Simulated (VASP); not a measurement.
Energy against volume of BaHfO₃ (cubic perovskite). Level of theory: RPBE GGA, VASP's PBE PAW potentials (set 64) (plane waves; VASP). Numerical set-up: 520 eV cut-off, 5×5×5 Γ-centred mesh, Gaussian smearing of 0.050 eV, potentials Ba_sv Hf_pv O.

```
V (Å³/atom)  E (eV/atom)
-----------  -----------
14.741          -8.30192
15.197          -8.30885
15.653          -8.30319
16.109          -8.28687
```

**Question.** Fit these four points and predict the energy of the run at 14.286 Å³/atom.

**Answer.** A cubic in V^(−2/3), the third-order Birch-Murnaghan form, passes through the four points with V0 = 15.21 Å³/atom and B0 = 147 GPa, and gives -8.2801 eV/atom there. The run gave -8.2802 eV/atom, -0.0 meV/atom from the fit; all five points give B0 = 146 GPa.

The compound is BaHfO3 in the cubic perovskite structure. It was relaxed first.
